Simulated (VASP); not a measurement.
The input files of a VASP run:

### INCAR
```
SYSTEM = CoGa
PREC = Accurate
ENCUT = 400
EDIFF = 1E-6
NELM = 5
ALGO = Normal
LREAL = .FALSE.
LASPH = .TRUE.
ISMEAR = 1
SIGMA = 0.1
GGA = PE
LMAXMIX = 4
LWAVE = .FALSE.
LCHARG = .FALSE.
ISIF = 2
```

KPOINTS:
```
Automatic mesh
0
Gamma
10 10 10
0 0 0
```

**POSCAR**
```
CoGa
1
    2.8800000000     0.0000000000     0.0000000000
    0.0000000000     2.8800000000     0.0000000000
    0.0000000000     0.0000000000     2.8800000000
Ga Co
1 1
Direct
  0.5000000000   0.5000000000   0.5000000000
  0.0000000000   0.0000000000   0.0000000000
```

POTCAR, in this order: Ga_d Co (PBE.64 set). Program: vasp_std.

The run wrote:

File standard output:
```
 POSCAR found type information on POSCAR GaCo
 POSCAR found :  2 types and       2 ions
 Reading from existing POTCAR
 Reading from existing POTCAR
 LDA part: xc-table for (Slater+PW92), standard interpolation
 POSCAR, INCAR and KPOINTS ok, starting setup
 WAVECAR not read
 entering main loop
       N       E                     dE             d eps       ncg     rms          rms(c)
DAV:   1     0.871860658568E+02    0.87186E+02   -0.92603E+03  1784   0.223E+03
DAV:   2    -0.729359881499E+01   -0.94480E+02   -0.92547E+02  1750   0.319E+02
DAV:   3    -0.113943522691E+02   -0.41008E+01   -0.40903E+01  2002   0.736E+01
DAV:   4    -0.114560762658E+02   -0.61724E-01   -0.61713E-01  2263   0.842E+00
DAV:   5    -0.114576666532E+02   -0.15904E-02   -0.15904E-02  2102   0.114E+00

 -----------------------------------------------------------------------------
|                                                                             |
|           W    W    AA    RRRRR   N    N  II  N    N   GGGG   !!!           |
|           W    W   A  A   R    R  NN   N  II  NN   N  G    G  !!!           |
|           W    W  A    A  R    R  N N  N  II  N N  N  G       !!!           |
|           W WW W  AAAAAA  RRRRR   N  N N  II  N  N N  G  GGG   !            |
|           WW  WW  A    A  R   R   N   NN  II  N   NN  G    G                |
|           W    W  A    A  R    R  N    N  II  N    N   GGGG   !!!           |
|                                                                             |
|     The electronic self-consistency was not achieved in the given           |
|     number of steps (NELM). The forces and other quantities evaluated       |
|     might not be reliable so examine the results carefully. If you find     |
|     spurious results, we suggest increasing NELM, if you were close to      |
|     convergence or switching to a different ALGO or adjusting the           |
|     density mixing parameters otherwise.                                    |
|                                                                             |
 -----------------------------------------------------------------------------

   1 F= -.11457667E+02 E0= -.11458398E+02  d E =0.219340E-02
```

### OUTCAR
```
------------------------ aborting loop EDIFF was not reached (unconverged)  ----------------------------
  FORCE on cell =-STRESS in cart. coord.  units (eV):
  Direction    XX          YY          ZZ          XY          YZ          ZX
  --------------------------------------------------------------------------------------
  Total      -64.1527727    -64.1527727    -64.1527727     -0.0000000      0.0000000     -0.0000000
  in kB    -4302.7741488  -4302.7741488  -4302.7741488     -0.0000000      0.0000000     -0.0000000
  external PRESSURE =   -4302.7741488 kB  Pullay stress =       0.0000000 kB
  volume of cell :       23.89
      direct lattice vectors                 reciprocal lattice vectors
     2.880000000  0.000000000  0.000000000     0.347222222  0.000000000  0.000000000
     0.000000000  2.880000000  0.000000000     0.000000000  0.347222222  0.000000000
     0.000000000  0.000000000  2.880000000     0.000000000  0.000000000  0.347222222
 POSITION                                       TOTAL-FORCE (eV/Angst)
 -----------------------------------------------------------------------------------
      1.44000      1.44000      1.44000         0.000000      0.000000      0.000000
      0.00000      0.00000      0.00000         0.000000      0.000000      0.000000
 -----------------------------------------------------------------------------------
    total drift:                               -0.000000      0.000000      0.000000
  FREE ENERGIE OF THE ION-ELECTRON SYSTEM (eV)
  ---------------------------------------------------
  free  energy   TOTEN  =       -11.4576666532 eV

  energy  without entropy=      -11.4598600548  energy(sigma->0) =      -11.45839779
```
(Selected blocks of OUTCAR.)

Task: Read the log: what went wrong, and how is it fixed?

Result: The cause: NELM is too small, so the electronic loop ends before EDIFF is met. Convergence was not reached. Against the sound run, the energy per atom (σ→0) falls by 0.491 eV/atom; the pressure falls by 430.09 GPa. To mend it, set NELM = 100.

The mended run (PBE GGA, plane waves, VASP's PBE PAW potentials (set 64)) converges, and its OSZICAR ends with
```
   1 F= -.10475921E+02 E0= -.10476157E+02  d E =0.709157E-03
```

The compound is CoGa in the CsCl type structure. The cell was not relaxed at this level. The run is not spin-polarised, so no magnetic state was tried.
